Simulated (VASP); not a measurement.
Output of a VASP run:

OUTCAR:
```
 ion  position               nearest neighbor table
   1  0.000  0.000  0.993-   4 2.66   5 2.66   4 2.66   5 2.66   3 2.66   3 2.66   3 2.66   3 2.66
                             4 2.66   5 2.66   5 2.66   4 2.66   2 3.26   2 3.26   2 3.26   2 3.26
   2  0.500  0.500  0.493-   3 1.88   4 1.88   5 1.88   5 1.88   4 1.88   3 1.88   1 3.26   1 3.26
                             1 3.26   1 3.26   1 3.26   1 3.26   1 3.26   1 3.26
   3  0.500  0.500  0.993-   2 1.88   2 1.88   1 2.66   1 2.66   1 2.66   1 2.66
   4  0.000  0.500  0.493-   2 1.88   2 1.88   1 2.66   1 2.66   1 2.66   1 2.66
   5  0.500  0.000  0.493-   2 1.88   2 1.88   1 2.66   1 2.66   1 2.66   1 2.66
  LATTYP: Found a simple tetragonal cell.
 ALAT       =     3.7623211009
 C/A-ratio  =     0.9999877899
 Subroutine PRICEL returns:
 Original cell was already a primitive cell.
 Subroutine GETGRP returns: Found  8 space group operations
The static configuration has the point symmetry C_4v.
The dynamic configuration has the point symmetry C_4v.
 Subroutine INISYM returns: Found  8 space group operations
 Subroutine IBZKPT returns following result:
 Found     40 irreducible k-points:

 Following reciprocal coordinates:
            Coordinates               Weight
  0.000000  0.000000  0.000000      1.000000
  0.166667  0.000000  0.000000      4.000000
  0.333333  0.000000  0.000000      4.000000
  0.500000  0.000000  0.000000      2.000000
  0.166667  0.166667  0.000000      4.000000
  0.333333  0.166667  0.000000      8.000000
  0.500000  0.166667  0.000000      4.000000
  0.333333  0.333333  0.000000      4.000000
  0.500000  0.333333  0.000000      4.000000
  0.500000  0.500000  0.000000      1.000000
  0.000000  0.000000  0.166667      2.000000
  0.166667  0.000000  0.166667      8.000000
  0.333333  0.000000  0.166667      8.000000
  0.500000  0.000000  0.166667      4.000000
  0.166667  0.166667  0.166667      8.000000
  0.333333  0.166667  0.166667     16.000000
  0.500000  0.166667  0.166667      8.000000
  0.333333  0.333333  0.166667      8.000000
  0.500000  0.333333  0.166667      8.000000
  0.500000  0.500000  0.166667      2.000000
  0.000000  0.000000  0.333333      2.000000
  0.166667  0.000000  0.333333      8.000000
  0.333333  0.000000  0.333333      8.000000
  0.500000  0.000000  0.333333      4.000000
  0.166667  0.166667  0.333333      8.000000
  0.333333  0.166667  0.333333     16.000000
  0.500000  0.166667  0.333333      8.000000
  0.333333  0.333333  0.333333      8.000000
  0.500000  0.333333  0.333333      8.000000
  0.500000  0.500000  0.333333      2.000000
  0.000000  0.000000  0.500000      1.000000
  0.166667  0.000000  0.500000      4.000000
  0.333333  0.000000  0.500000      4.000000
  0.500000  0.000000  0.500000      2.000000
  0.166667  0.166667  0.500000      4.000000
  0.333333  0.166667  0.500000      8.000000
  0.500000  0.166667  0.500000      4.000000
  0.333333  0.333333  0.500000      4.000000
  0.500000  0.333333  0.500000      4.000000
  0.500000  0.500000  0.500000      1.000000
   k-points           NKPTS =     40   k-points in BZ     NKDIM =     40   number of bands    NBANDS=     24
   number of dos      NEDOS =    301   number of ions     NIONS =      5
   total plane-waves  NPLWV =  32768
   dimension x,y,z NGX =    32 NGY =   32 NGZ =   32
   dimension x,y,z NGXF=    64 NGYF=   64 NGZF=   64
   ions per type =               1   1   3
   PREC   = accura    normal or accurate (medium, high low for compatibility)
   ISTART =      0    job   : 0-new  1-cont  2-samecut
   ICHARG =      2    charge: 1-file 2-atom 10-const
   ISPIN  =      1    spin polarized calculation?
   LNONCOLLINEAR =      F non collinear calculations
   LSORBIT =      F    spin-orbit coupling
   INIWAV =      1    electr: 0-lowe 1-rand  2-diag
   ENCUT  =  620.0 eV  45.57 Ry    6.75 a.u.   7.64  7.64  7.64*2*pi/ulx,y,z
   NELM   =    100;   NELMIN=  2; NELMDL= -5     # of ELM steps
   EDIFF  = 0.1E-05   stopping-criterion for ELM
   LREAL  =      F    real-space projection
   NLSPLINE    = F    spline interpolate recip. space projectors
...
```

OSZICAR:
```
       N       E                     dE             d eps       ncg     rms          rms(c)
DAV:   1     0.505280357970E+03    0.50528E+03   -0.24095E+04  1920   0.213E+03
DAV:   2     0.723719706213E+01   -0.49804E+03   -0.48898E+03  2264   0.548E+02
DAV:   3    -0.481893643623E+02   -0.55427E+02   -0.53827E+02  2896   0.162E+02
DAV:   4    -0.503840973014E+02   -0.21947E+01   -0.21936E+01  2680   0.310E+01
DAV:   5    -0.504427805333E+02   -0.58683E-01   -0.58681E-01  2640   0.408E+00    0.302E+01
DAV:   6    -0.406379660545E+02    0.98048E+01   -0.59440E+01  2688   0.850E+01    0.126E+01
DAV:   7    -0.407954612052E+02   -0.15750E+00   -0.68385E+00  2360   0.206E+01    0.860E+00
DAV:   8    -0.408044950296E+02   -0.90338E-02   -0.11492E+00  2712   0.113E+01    0.192E+00
DAV:   9    -0.407742534858E+02    0.30242E-01   -0.21538E-01  2552   0.512E+00    0.795E-01
DAV:  10    -0.407778174563E+02   -0.35640E-02   -0.11742E-01  2432   0.247E+00    0.684E-01
DAV:  11    -0.407716212409E+02    0.61962E-02   -0.44046E-02  2704   0.155E+00    0.133E-01
DAV:  12    -0.407715483345E+02    0.72906E-04   -0.17230E-03  2488   0.453E-01    0.277E-02
DAV:  13    -0.407715667833E+02   -0.18449E-04   -0.16802E-04  2688   0.107E-01    0.232E-02
DAV:  14    -0.407715646386E+02    0.21447E-05   -0.33090E-05  2736   0.515E-02    0.602E-03
DAV:  15    -0.407715647951E+02   -0.15655E-06   -0.18335E-06  1512   0.142E-02
   1 F= -.25813886E+02 E0= -.25813886E+02  d E =-.258139E+02
```

**OUTCAR**
```
------------------------ aborting loop because EDIFF is reached ----------------------------------------
  FORCE on cell =-STRESS in cart. coord.  units (eV):
  Direction    XX          YY          ZZ          XY          YZ          ZX
  --------------------------------------------------------------------------------------
  Total       14.9592006     14.9592006     14.9610939      0.0000000     -0.0000000      0.0000000
  in kB      450.0457838    450.0457838    450.1027409      0.0000000     -0.0000000      0.0000000
  external PRESSURE =       0.0647695 kB  Pullay stress =     450.0000000 kB
  volume of cell :       53.26
      direct lattice vectors                 reciprocal lattice vectors
     3.762321101  0.000000000  0.000000000     0.265793369  0.000000000  0.000000000
     0.000000000  3.762321101  0.000000000     0.000000000  0.265793369  0.000000000
     0.000000000  0.000000000  3.762275162     0.000000000  0.000000000  0.265796614
 POSITION                                       TOTAL-FORCE (eV/Angst)
 -----------------------------------------------------------------------------------
      0.00000      0.00000      3.73534         0.000000     -0.000000      0.001457
      1.88116      1.88116      1.85540        -0.000000      0.000000     -0.012296
      1.88116      1.88116      3.73469        -0.000000     -0.000000      0.013274
      0.00000      1.88116      1.85355        -0.000000      0.000000     -0.001217
      1.88116      0.00000      1.85355        -0.000000     -0.000000     -0.001217
 -----------------------------------------------------------------------------------
    total drift:                                0.000000     -0.000000      0.000096
  FREE ENERGIE OF THE ION-ELECTRON SYSTEM (eV)
  ---------------------------------------------------
  free  energy   TOTEN  =       -40.7715647951 eV

  energy  without entropy=      -40.7715647951  energy(sigma->0) =      -40.77156480
  enthalpy is  TOTEN    =       -25.8138859786 eV   P V=       14.9576788166

 reached required accuracy - stopping structural energy minimisation
```
(Selected blocks of OUTCAR.)

### POSCAR
```
BaTiO3
1
    3.7623211009     0.0000000000     0.0000000000
    0.0000000000     3.7623211009    -0.0000000000
    0.0000000000     0.0000000000     3.7622751624
Ba Ti O
1 1 3
Direct
  0.0000000000   0.0000000000   0.9928402061
  0.5000000000   0.5000000000   0.4931577240
  0.5000000000   0.5000000000   0.9926667546
  0.0000000000   0.5000000000   0.4926676577
  0.5000000000   0.0000000000   0.4926676577
```

Reconstruct the remaining input files.

One answer among several that fit: the input of the run itself, PBEsol GGA, plane waves, VASP's PBE PAW potentials (set 64).

File KPOINTS:
```
kpoints
0
gamma
  6 6 6
```

**INCAR**
```
ALGO = Normal
EDIFF = 1E-6
EDIFFG = -0.02
ENCUT = 620
GGA = PS
IBRION = 2
ISIF = 3
ISMEAR = 0
LASPH = T
LCHARG = F
LMAXMIX = 4
LREAL = F
LWAVE = F
NELM = 100
NSW = 40
PREC = Accurate
PSTRESS = 450
SIGMA = 0.05
SYSTEM = BaTiO3
```

POTCAR, in this order: Ba_sv Ti_sv O (PBE.64 set). Program: vasp_std.

The compound is BaTiO3 in the tetragonal perovskite structure. It was relaxed first under an external pressure of 45 GPa.
